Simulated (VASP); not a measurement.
KRuO2:

```
CELL_PARAMETERS angstrom
3.98880 0.00000 0.00000
-1.99440 3.45440 0.00000
0.00000 0.00000 5.49636
ATOMIC_POSITIONS crystal
K 0.00000 0.00000 0.00000
Ru 0.00000 0.00000 0.50000
O 0.33333 0.66667 0.50000
O 0.66667 0.33333 0.50000
```

The cell was built by a generator and needn't be a form met in nature.

```yaml
Program: VASP 6.6.1
Task: relaxation of cell and atoms
Functional: PBE
Potentials_or_basis: VASP PAW PBE potentials, release 64 (K_sv, Ru_pv, O)
Cutoff: 520 eV
k_mesh: 5 × 5 × 3
Occupations: gaussian, width 0.15 eV
Spin: no spin polarisation
```

At the start: pressure -11.2 GPa; volume 18.93 Å³/atom.

Where does the relaxation end?

Over 5 steps the energy falls by 279.3 meV/atom and the volume is 17.20 Å³/atom (-9.1 %); space group P6/mmm (No. 191, to 0.05 Å).

The path:
| step | energy change (eV) | largest force (eV/Å) | pressure (GPa) | volume (Å³) |
| --- | --- | --- | --- | --- |
| 1 | 0.0000 | 0.0000 | -11.19 | 75.73 |
| 2 | -0.8308 | 0.0000 | 13.57 | 61.50 |
| 3 | -1.0726 | 0.0000 | 2.47 | 65.45 |
| 4 | -1.1116 | 0.0000 | 0.76 | 67.47 |
| 5 | -1.1170 | 0.0000 | -0.36 | 68.81 |

Final structure:
```
CELL_PARAMETERS angstrom
3.65918 0.00000 0.00000
-1.82959 3.16895 0.00000
0.00000 0.00000 5.93383
ATOMIC_POSITIONS crystal
K 0.00000 0.00000 0.00000
Ru 0.00000 0.00000 0.50000
O 0.33333 0.66667 0.50000
O 0.66667 0.33333 0.50000
```

Caveat: the k mesh is coarse (spacing up to 0.38 Å⁻¹), so the values aren't converged; an odd number of electrons without spin polarisation forces a metal; a magnetic or distorted state may lie lower; the relaxation stopped at a loose force limit of 0.08 eV/Å, so its end isn't a converged minimum.
